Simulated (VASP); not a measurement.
Crystal: Sb2Te4O.

```
Sb Te O
1.0
     0.00000    4.98401    4.98401
     4.98401    0.00000    4.98401
     4.98401    4.98401    0.00000
Sb Te O
2 4 1
Cartesian
  4.9840 4.9840 4.9840
  7.4760 7.4760 7.4760
  6.2081 3.7599 6.2081
  3.7599 3.7599 3.7599
  3.7599 6.2081 6.2081
  6.2081 6.2081 3.7599
  2.4920 2.4920 2.4920
```

The cell was built by a generator and needn't be a form met in nature.

```yaml
Program: VASP 6.6.1
Task: relaxation of cell and atoms
Functional: PBE
Potentials_or_basis: VASP PAW PBE potentials, release 64 (Sb, Te, O)
Cutoff: 520 eV
k_mesh: 3 × 3 × 3
Occupations: gaussian, width 0.15 eV
Spin: no spin polarisation
```

At the start: pressure 38.3 GPa; volume 35.37 Å³/atom.

Where does the relaxation end?

Over 14 steps the energy falls by 2376.9 meV/atom and the volume is 55.73 Å³/atom (+57.6 %); space group F-43m (No. 216, to 0.05 Å).

The path:
```csv
step,energy change (eV),largest force (eV/Å),pressure (GPa),volume (Å³)
1,0.0000,17.5999,38.25,247.61
2,-6.9526,7.0219,1.09,690.29
3,-9.1069,5.8507,0.81,620.53
4,-10.6187,5.2066,0.70,568.90
5,-15.0006,3.9313,2.66,386.26
6,-14.7843,1.9322,8.42,311.82
7,-15.1592,3.7816,4.00,363.54
8,-15.2233,3.5638,4.20,354.37
9,-16.3323,0.3722,-1.83,432.30
10,-16.4378,0.8348,-0.83,410.87
11,-16.5817,0.5370,-0.32,397.43
12,-16.6254,0.0646,0.48,382.03
13,-16.6293,0.1849,0.36,385.43
14,-16.6383,0.0159,0.05,390.13
```

Final structure:
```cif
data_structure
_symmetry_space_group_name_H-M 'P 1'
_symmetry_Int_Tables_number 1
_cell_length_a 8.2018
_cell_length_b 8.2018
_cell_length_c 8.2018
_cell_angle_alpha 60.000
_cell_angle_beta 60.000
_cell_angle_gamma 60.000
_cell_volume 390.13
loop_
_atom_site_label
_atom_site_type_symbol
_atom_site_fract_x
_atom_site_fract_y
_atom_site_fract_z
_atom_site_occupancy
Sb1 Sb 0.50000 0.50000 0.50000 1
Sb2 Sb 0.75000 0.75000 0.75000 1
Te1 Te 0.36194 0.91419 0.36194 1
Te2 Te 0.36194 0.36194 0.36194 1
Te3 Te 0.91419 0.36194 0.36194 1
Te4 Te 0.36194 0.36194 0.91419 1
O1 O 0.25000 0.25000 0.25000 1
```

Caveat: the k mesh is coarse (spacing up to 0.36 Å⁻¹), so the values aren't converged; the volume moved by over 15 % at a fixed basis, so the end points are rough; the relaxation stopped at a loose force limit of 0.08 eV/Å, so its end isn't a converged minimum.
